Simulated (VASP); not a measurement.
Level of theory: PBE GGA, VASP's PBE PAW potentials (set 64) (plane waves; VASP).

A VASP calculation is set up with these files.

**KPOINTS**
```
Automatic mesh
0
G
  7 7 7
```

**POSCAR**
```
BaTiO3
1
    3.9900000000     0.0000000000     0.0000000000
    0.0000000000     3.9900000000     0.0000000000
    0.0000000000     0.0000000000     4.0400000000
Ba Ti O
1 1 3
Direct
  0.0000000000   0.0000000000   0.0000000000
  0.5000000000   0.5000000000   0.5130000000
  0.5000000000   0.5000000000   0.9770000000
  0.0000000000   0.5000000000   0.4870000000
  0.5000000000   0.0000000000   0.4870000000
```

**INCAR**
```
ALGO  =  Normal
EDIFF  =  1E-6
ENCUT  =  400
GGA  =  PE
ISIF  =  2
ISMEAR  =  -1
LASPH  =  T
LCHARG  =  F
LMAXMIX  =  4
LREAL  =  F
LWAVE  =  F
NELM  =  100
PREC  =  Accurate
SIGMA  =  0.05
SYSTEM  =  BaTiO3
```

POTCAR, in this order: Ba_sv Ti_sv O (PBE.64 set). Program: vasp_std.

Q: What does the run give for the energy per atom (σ→0), largest force?

A: 
The energy per atom (σ→0) is -8.008 eV/atom and the largest force comes out as 0.156 eV/Å.

### OSZICAR
```
...
DAV:  10    -0.400402652807E+02    0.89718E-02   -0.66437E-02  2568   0.253E+00    0.458E-01
DAV:  11    -0.400385115199E+02    0.17538E-02   -0.11673E-02  2920   0.889E-01    0.678E-02
DAV:  12    -0.400384466583E+02    0.64862E-04   -0.69790E-04  2224   0.255E-01    0.343E-02
DAV:  13    -0.400384540388E+02   -0.73806E-05   -0.21587E-04  2600   0.152E-01    0.219E-02
DAV:  14    -0.400384518929E+02    0.21459E-05   -0.31042E-05  2520   0.421E-02    0.125E-02
DAV:  15    -0.400384500168E+02    0.18761E-05   -0.68121E-06  2360   0.223E-02    0.538E-03
DAV:  16    -0.400384501632E+02   -0.14642E-06   -0.90815E-07  1032   0.768E-03
   1 F= -.40038450E+02 E0= -.40038450E+02  d E =-.607074E-09
```

The structure is a typed BaTiO3 crystal. The cell was not relaxed at this level.
